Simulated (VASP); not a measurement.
An input for Ansatz (written as the equivalent of a VASP run, and not itself run):

Ansatz 0.2 input:
```yaml
crystal:
  lattice:
    - [-3.0500000, 3.0500000, 3.0500000]
    - [3.0500000, -3.0500000, 3.0500000]
    - [3.0500000, 3.0500000, -3.0500000]
  atoms:
    - { symbol: Cs, position: [0.0000000, 0.0000000, 0.0000000] }
kpoints:
  mp_grid: { grid: [8, 8, 8] }
hamiltonian:
  xc: pbe
  pseudopotentials: { kind: paw }
scf:
  occupations: { method: methfessel_paxton, width: 0.1 }
  max_iter: 100
relax:
  max_steps: 60
  f_tol: 0.01
  cell: {}
output: { forces: true, stress: true, eigenvalues: true }
```

Task: Translate this input to VASP (INCAR, KPOINTS, POSCAR, choice of POTCAR).

Result: One answer among several that fit: 
**INCAR**
```
SYSTEM = Cs
PREC = Accurate
ENCUT = 520
EDIFF = 1E-6
NELM = 100
ALGO = Normal
LREAL = .FALSE.
LASPH = .TRUE.
ISMEAR = 1
SIGMA = 0.1
GGA = PE
LMAXMIX = 4
LWAVE = .FALSE.
LCHARG = .FALSE.
IBRION = 2
ISIF = 3
NSW = 60
EDIFFG = -0.01
```

File POSCAR:
```
Cs
1
   -3.0500000000     3.0500000000     3.0500000000
    3.0500000000    -3.0500000000     3.0500000000
    3.0500000000     3.0500000000    -3.0500000000
Cs
1
Direct
  0.0000000000   0.0000000000   0.0000000000
```

KPOINTS:
```
Automatic mesh
0
Gamma
 8 8 8
```

POTCAR, in this order: Cs_sv (PBE.64 set). Program: vasp_std.

What does not carry over: each code has its own PAW files, so the cut-off isn't converted (ENCUT is set for VASP's; basis.ecutwfc is left out, and Ansatz then takes the one that its files recommend); Ansatz stops its SCF on the density residual and VASP on the energy change (EDIFF).

The compound is Cs in the bcc structure. This run relaxes it. Symmetry was kept, so distortions that lower it aren't found.
